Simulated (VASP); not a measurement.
```xyz
3
Lattice="3.7367 0.0000 0.0000 -1.8684 3.2361 0.0000 0.0000 0.0000 17.0999" Properties=species:S:1:pos:R:3 pbc="T T T"
Zr     0.0000     0.0000     8.5499
Se     0.0000     2.1574    10.0999
Se     1.8684     1.0787     7.0000
```

Method: PBE GGA, VASP's PBE PAW potentials (set 64) (plane waves; VASP). Settings: 300 eV cut-off, 7×7×1 Γ-centred mesh, Gaussian smearing of 0.14 eV, potentials Zr_sv Se.

The cell holds a wide vacuum, so values per volume refer to the whole cell.

Q: Estimate the energy per atom (σ→0).

A: 
* **energy per atom (σ→0)**: -6.507 eV/atom

The cell is a sheet with vacuum, built from a generated structure.
